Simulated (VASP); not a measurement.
Input:

```xyz
1
Lattice="0.0000 2.9547 2.9547 2.9547 0.0000 2.9547 2.9547 2.9547 0.0000" Properties=species:S:1:pos:R:3 pbc="T T T"
Sr     5.9095     5.9095     5.9095
```

The numbers are results of PBEsol GGA, VASP's PBE PAW potentials (set 64) (plane waves; VASP), not measurements. Numerical set-up: 400 eV cut-off, Gaussian smearing of 0.050 eV, potentials Sr_sv.

Q: What does the run give for the band gap (along the path) with the smallest direct gap where there is one?

A: 
```json
{
 "band gap (along the path)": "none (metal, semimetal or under 0.01 eV)"
}
```

Total energies compare only between runs with the same potentials, cut-off and functional.

The compound is Sr in the fcc structure. It was relaxed first, which changed the volume by -8 %.
